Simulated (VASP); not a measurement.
A run of VASP 6.6.1:

File INCAR:

```
SYSTEM = YNb
PREC = Accurate ; ENCUT = 600
EDIFF = 1E-7 ; ISMEAR = -1
SIGMA = 0.05 ; LREAL = .False.
LASPH = .True. ; NELM = 60
ALGO = Normal ; ISIF = 3
LWAVE = .False. ; LCHARG = .False.
MAGMOM = 0 0 0 0 0 0 ; LORBIT = 11
LSORBIT = .True. ; GGA_COMPAT = .False.
LMAXMIX = 4 ; GGA = PE
IBRION = 2 ; NSW = 60
EDIFFG = -0.005
```

KPOINTS

```
regular mesh
0
Gamma
  5 5 5
  0 0 0
```

The input POSCAR:

```
YNb
1.0
    3.6114100000      0.0000000000      0.0000000000
    0.0000000000      3.6114100000      0.0000000000
    0.0000000000      0.0000000000      3.6114100000
Y Nb
1 1
Direct
    0.0000000000      0.0000000000      0.0000000000
    0.5000000000      0.5000000000      0.5000000000
```

Potentials or basis: VASP PAW PBE potentials, release 64 (Y_sv, Nb_sv).

Launch:

```console
$ cat potpaw_PBE.64/Y_sv/POTCAR potpaw_PBE.64/Nb_sv/POTCAR > POTCAR
$ mpirun -np 1 vasp_ncl > vasp.out
```

Hardware: 1 thread of Intel(R) Xeon(R) Platinum 8488C (Sapphire Rapids) (shared host).

**Question.** Estimate the wall time of this run.

**Answer.** Run time: 99 s on 1 thread of Intel(R) Xeon(R) Platinum 8488C (Sapphire Rapids), with other jobs on the host, peak memory 0.3 GiB. Counts: scf iterations 36, k points 10, ion steps 3.
